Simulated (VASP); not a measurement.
## Cutoff convergence: AlNi

System: AlNi (CsCl type, first atom moved by 0.06 Å along [111]), 2 atoms in the cell.

```
Ni Al
1.0
     2.89000    0.00000    0.00000
     0.00000    2.89000    0.00000
     0.00000    0.00000    2.89000
Ni Al
1 1
Cartesian
  0.0346 0.0346 0.0346
  1.4450 1.4450 1.4450
```

Computed with HSE06, plane waves, standard recommended PAW potentials in VASP 6.6.1.

Orbitals from an earlier step on the same cell; potentials Ni_pv Al; PREC = Normal; HFSCREEN = 0.208; HFRCUT = 0; PRECFOCK = Fast; k-mesh 4×4×4 Γ-centred; Fermi–Dirac smearing of 0.1 eV; no spin polarisation.

```csv
cutoff (eV),E − E(top) (meV/atom),pressure at fixed basis (GPa),rms force change (meV/Å)
331,52.0,-30.49,49.4
368,7.7,-10.66,14.7
423,0.3,-5.24,1.0
478,0.0,-6.31,0.0
```

Against the 478 eV run, total energies lie within 1 meV/atom from 423 eV on. Forces lie within 20 meV/Å (rms) from 368 eV on. The pressure at a fixed basis moves by -24.17 GPa at 331 eV.

The k-mesh is coarse, so these values belong to this mesh and can lie far from the converged ones. Potentials made with PBE were used with another functional.
